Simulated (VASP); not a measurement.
Here is a VASP 6.6.1 calculation.

File INCAR:

```
SYSTEM = InSb
ALGO = Normal ; EDIFF = 1E-7
ENCUT = 520 ; GGA = PE
ISIF = 2 ; ISMEAR = 0
LASPH = .TRUE. ; LCHARG = .FALSE.
LREAL = .FALSE. ; LWAVE = .FALSE.
NBANDS = 16 ; NELM = 80
PREC = Accurate ; SIGMA = 0.02
```

File KPOINTS:

```
k-points
0
G
  6 6 6
  0 0 0
```

File POSCAR:

```
InSb
1.0
    0.0000000000      3.2391000000      3.2391000000
    3.2391000000      0.0000000000      3.2391000000
    3.2391000000      3.2391000000      0.0000000000
In Sb
1 1
Direct
    0.0000000000      0.0000000000      0.0000000000
    0.2500000000      0.2500000000      0.2500000000
```

Potentials or basis: VASP PAW PBE potentials, release 64 (In_d, Sb).

Command:

```sh
$ cat potpaw_PBE.64/In_d/POTCAR potpaw_PBE.64/Sb/POTCAR > POTCAR
$ mpirun -np 1 vasp_std > vasp.out
```

(1) What does it give for the pressure?

(2) What does it give for the band gap on the k mesh?

Results:

(1) 3.2 GPa.

(2) none (metal or under the smearing width).

Caveat: this crystal is a semiconductor, whose small gap the functional closes, so the metal is an error of the method.

**Experimental background.**

From “Electronic Structure and Epitaxy of CdTe Shells on InSb Nanowires”, 2021, arxiv:2111.05126, for a bulk crystal of InSb: band gap 0.24 eV.

Against the measured gap of InSb, 0.24 eV (quoted in “Electronic Structure and Epitaxy of CdTe Shells on InSb Nanowires”, 2021, arxiv:2111.05126), the calculated 0.00 eV is off by -0.24 eV. Spin-orbit coupling on In, Sb is left out. The value is that of PBE on a finite k mesh, which can miss the band edges, without temperature or zero-point motion. Semilocal functionals fall short of measured gaps as a rule.
